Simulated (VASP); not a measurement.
# BBrCl₂: convergence, excitations by TDDFT

BBrCl₂, molecule in box, 4 atoms in the cell. HSE06, TDDFT by the Casida equation; PAW potentials Cl, B, Br (PBE set). VASP 6.6.1.

Wanted: first excitation within 0.05 eV.

Kernel: hybrid exchange.

POSCAR of the starting run:
```
BBrCl2
1.0
   11.7000000000      0.0000000000      0.0000000000
    0.0000000000     11.7000000000      0.0000000000
    0.0000000000      0.0000000000     11.7000000000
Cl B Br
2 1 1
Direct
    0.5485662434      0.5582094000      0.6295619692
    0.5367884588      0.3577649590      0.4691858974
    0.5019935878      0.4980299128      0.5023226462
    0.4126517100      0.5859957282      0.3989294872
```

The series start from Conduction bands in the pairs: 36; Valence bands in the pairs: 12; Vacuum around the molecule (Å): 9; Plane-wave cutoff (eV): 320. Each series keeps the choices made before it, and each single choice may use up half of a tolerance. Times cover all steps of a run.

## Conduction bands in the pairs

| Conduction bands in the pairs | First excitation (eV) | Time (s) |
|---|---|---|
| 4 | 5.213 | 91 |
| 12 | 5.213 | 92 |
| 24 | 5.212 | 92 |
| 36 (reference) | 5.210 | 93 |
| 60 | refused | 105 |
| 100 | refused | 114 |

VASP's message at the runs that stop: The number of conduction bands in the BSE kernel exeeds NBANDS.Reduce NBANDSV or redo the preceeding steps with larger NBANDS.

## Valence bands in the pairs

| Valence bands in the pairs | First excitation (eV) | Time (s) |
|---|---|---|
| 1 | 5.215 | 92 |
| 3 | 5.213 | 92 |
| 6 | 5.213 | 92 |
| 12 (reference) | 5.213 | 91 |

## Vacuum around the molecule (Å)

| Vacuum around the molecule (Å) | First excitation (eV) | Time (s) |
|---|---|---|
| 6 | 5.216 | 47 |
| 9 | 5.215 | 92 |
| 12 (reference) | 5.216 | 277 |

## Plane-wave cutoff (eV)

| Plane-wave cutoff (eV) | First excitation (eV) | Time (s) |
|---|---|---|
| 230 | 5.249 | 31 |
| 280 | 5.223 | 43 |
| 320 | 5.216 | 47 |
| 390 (reference) | 5.214 | 60 |

## Question

The rows run from the loosest to the tightest. For each series: choose the loosest value from which every tighter one stays within half of the tolerance.

## Answer

- Conduction bands in the pairs: 4
- Valence bands in the pairs: 1
- Vacuum around the molecule (Å): 6
- Plane-wave cutoff (eV): 280

## All choices together

| Input | First excitation (eV) | Time (s) |
|---|---|---|
| one pair of orbitals (naive) | 5.215 | 92 |
| chosen settings | 5.223 | 43 |
| reference settings throughout | 5.211 | 358 |

The tolerance is met.

## The input

INCAR.step1:
```
PREC = Accurate
ENCUT = 280
ISMEAR = 0
SIGMA = 0.02
EDIFF = 1E-5
LASPH = T
LWAVE = T
LCHARG = F
NBANDS = 52
```

INCAR.step2:
```
PREC = Accurate
ENCUT = 280
ISMEAR = 0
SIGMA = 0.02
EDIFF = 1E-7
LASPH = T
LWAVE = T
LCHARG = F
LOPTICS = T
ALGO = Normal
NBANDS = 52
NEDOS = 2000
CSHIFT = 0.1
GGA = PE
LHFCALC = T
HFSCREEN = 0.2
ISTART = 1
PRECFOCK = Fast
```

INCAR.step3:
```
PREC = Accurate
ENCUT = 280
ISMEAR = 0
SIGMA = 0.02
EDIFF = 1E-7
LASPH = T
LWAVE = F
LCHARG = F
ALGO = TDHF
NBANDS = 52
NBANDSO = 1
NBANDSV = 4
IBSE = 2
NBSEEIG = 6
LHARTREE = T
LADDER = T
LFXC = T
ENCUTGW = 150
GGA = PE
LHFCALC = T
HFSCREEN = 0.2
ISTART = 1
PRECFOCK = Fast
ANTIRES = 0
OMEGAMAX = 25
CSHIFT = 0.15
NOMEGA = 1000
```

KPOINTS:
```
k-points
0
Gamma
  1 1 1
```

POSCAR:
```
BBrCl2
1.0
    8.7000000000      0.0000000000      0.0000000000
    0.0000000000      8.7000000000      0.0000000000
    0.0000000000      0.0000000000      8.7000000000
Cl B Br
2 1 1
Direct
    0.5653132239      0.5782816069      0.6742385103
    0.5494741342      0.3087183931      0.4585603448
    0.5026810319      0.4973505724      0.5031235586
    0.3825316101      0.6156494276      0.3640775862
```

Commands (each step's output is kept before the next begins):
```
cat potpaw_PBE.64/Cl/POTCAR potpaw_PBE.64/B/POTCAR potpaw_PBE.64/Br/POTCAR > POTCAR
cp INCAR.step1 INCAR
mpirun -np 4 vasp_gam > vasp.out
cp INCAR.step2 INCAR
mpirun -np 4 vasp_gam > vasp.out
cp INCAR.step3 INCAR
mpirun -np 4 vasp_gam > vasp.out
```

The naive input happens to agree within the tolerance here, in 92 s.

The chosen input took VASP 6.6.1 43 s on 4 cores (Intel Xeon Platinum 8488C (Sapphire Rapids)), a shared host.
